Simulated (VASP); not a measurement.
```
AlAs
1.0
    0.00000     2.81872     2.81872
    2.81872     0.00000     2.81872
    2.81872     2.81872     0.00000
Al As
1 1
Cartesian
  0.00000   0.00000   0.00000
  1.40936   1.40936   1.40936
```

Calculation: LDA (Ceperley-Alder, Perdew-Zunger), VASP's LDA PAW potentials (set 64) (plane waves; VASP 6.6.1). Run with 500 eV cut-off, 8×8×8 Γ-centred mesh, Gaussian smearing of 0.050 eV, potentials Al As.

Task: What does the run give for the energy per atom (σ→0), band gap (on the k-mesh) with the smallest direct gap where there is one?

Result: 
* **band gap (on the k-mesh)**: 1.32 eV
* **smallest direct gap (on the k-mesh)**: 1.98 eV
* **energy per atom (σ→0)**: -507.2 kJ/mol of atoms

Only differences to runs with the same potentials and settings are physical.

The compound is AlAs in the zinc blende structure. It was relaxed first.
